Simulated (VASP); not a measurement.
An input for Ansatz (written as the equivalent of a VASP run, and not itself run):

Ansatz 0.2 input:
```yaml
crystal:
  lattice:
    - [2.1850000, -3.7845310, 0.0000000]
    - [2.1850000, 3.7845310, 0.0000000]
    - [0.0000000, 0.0000000, 4.9500000]
  atoms:
    - { symbol: Se, position: [0.0000000, 0.2250000, 0.6666670] }
    - { symbol: Se, position: [0.7750000, 0.7750000, 0.0000000] }
    - { symbol: Se, position: [0.2250000, 0.0000000, 0.3333330] }
kpoints:
  mp_grid: { grid: [5, 5, 4] }
hamiltonian:
  xc: pbe
  pseudopotentials: { kind: paw }
scf:
  occupations: { method: gaussian, width: 0.05 }
  max_iter: 100
output: { forces: true, stress: true, eigenvalues: true }
```

### Question
Write the VASP files for the same calculation (PBE).

### Answer
Several could match; the one computed here: 
**POSCAR**
```
Se
1
    2.1850000000    -3.7845310000     0.0000000000
    2.1850000000     3.7845310000     0.0000000000
    0.0000000000     0.0000000000     4.9500000000
Se
3
Direct
  0.0000000000   0.2250000000   0.6666670000
  0.7750000000   0.7750000000   0.0000000000
  0.2250000000   0.0000000000   0.3333330000
```

### INCAR
```
SYSTEM = Se
PREC = Accurate
ENCUT = 400
EDIFF = 1E-6
NELM = 100
ALGO = Normal
LREAL = .FALSE.
LASPH = .TRUE.
ISMEAR = 0
SIGMA = 0.05
GGA = PE
LMAXMIX = 4
LWAVE = .FALSE.
LCHARG = .FALSE.
ISIF = 2
```

### KPOINTS
```
Automatic mesh
0
Gamma
5 5 4
0 0 0
```

POTCAR, in this order: Se (PBE.64 set). Program: vasp_std.

The two are equivalent in intent, not identical: each code has its own PAW files, so the cut-off isn't converted (ENCUT is set for VASP's; basis.ecutwfc is left out, and Ansatz then takes the one that its files recommend); Ansatz stops its SCF on the density residual and VASP on the energy change (EDIFF).

The compound is Se in the trig structure. The cell was not relaxed at this level.
